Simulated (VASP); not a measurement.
Data:

```xyz
2
Lattice="0.0000 2.9149 2.9149 2.9149 0.0000 2.9149 2.9149 2.9149 0.0000" Properties=species:S:1:pos:R:3 pbc="T T T"
In     0.0000     0.0000     0.0000
As     1.4575     1.4575     1.4575
```

Computed with PBEsol GGA, VASP's PBE PAW potentials (set 64) (plane waves; VASP 6.6.1). Run with 500 eV cut-off, 8×8×8 Γ-centred mesh, Gaussian smearing of 0.050 eV, potentials In_d As.

Unless said otherwise, spin-orbit coupling is left out, though it shifts the bands of the heavy elements here.

What does the run give for the energy per atom (σ→0), pressure, band gap (on the k-mesh) with the smallest direct gap where there is one?

- band gap (on the k-mesh): 0.27 eV
- smallest direct gap (on the k-mesh): 0.27 eV
- energy per atom (σ→0): -4147 meV/atom
- pressure: 9.92 GPa

Only differences to runs with the same potentials and settings are physical.

The compound is InAs in the zinc blende structure. It was relaxed first under an external pressure of 10 GPa.
